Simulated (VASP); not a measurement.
The system is LaZnSbO.

```
CELL_PARAMETERS angstrom
4.24629 0.00000 0.00000
0.00000 4.24629 0.00000
0.00000 0.00000 9.66610
ATOMIC_POSITIONS crystal
La 0.00000 0.50000 0.88069
La 0.50000 0.00000 0.11931
Zn 0.00000 0.00000 0.50000
Zn 0.50000 0.50000 0.50000
Sb 0.50000 0.00000 0.68015
Sb 0.00000 0.50000 0.31985
O 0.50000 0.50000 0.00000
O 0.00000 0.00000 0.00000
```

The cell is a database's computed one.

```yaml
Program: VASP 6.6.1
Task: relaxation of cell and atoms
Functional: PBEsol
Potentials_or_basis: VASP PAW PBE potentials, release 64 (La, Zn, Sb, O)
Cutoff: 600 eV
k_mesh: 10 × 10 × 4
Occupations: methfessel-paxton, width 0.1 eV
Spin: no spin polarisation
```

At the start: pressure -3.7 GPa; volume 21.79 Å³/atom.

Task: Where does the relaxation end?

Result: Over 7 steps the energy falls by 12.5 meV/atom and the volume is 20.64 Å³/atom (-5.2 %); space group P4/nmm (No. 129, to 0.05 Å).

Step by step:
```
step  energy change (eV)  largest force (eV/Å)  pressure (GPa)  volume (Å³)
   1              0.0000                0.2408           -3.65       174.29
   2             -0.0298                0.8309            3.13       162.05
   3             -0.0851                0.3285           -0.14       167.33
   4             -0.0942                0.1715           -0.08       166.49
   5             -0.0986                0.0699            0.00       165.39
   6             -0.0994                0.0420           -0.01       165.30
   7             -0.0999                0.0097            0.00       165.15
```

Final structure:
```xyz
8
Lattice="4.1863 0.0000 0.0000 0.0000 4.1863 0.0000 0.0000 0.0000 9.4234" Properties=species:S:1:pos:R:3 pbc="T T T"
La    0.0000    2.0932    8.2755
La    2.0932    0.0000    1.1479
Zn    0.0000    0.0000    4.7117
Zn    2.0932    2.0932    4.7117
Sb    2.0932    0.0000    6.4256
Sb    0.0000    2.0932    2.9977
O     2.0932    2.0932    0.0000
O     0.0000    0.0000    0.0000
```

Caveat: the PAW data sets were made with another functional, which shifts forces and pressure a little.
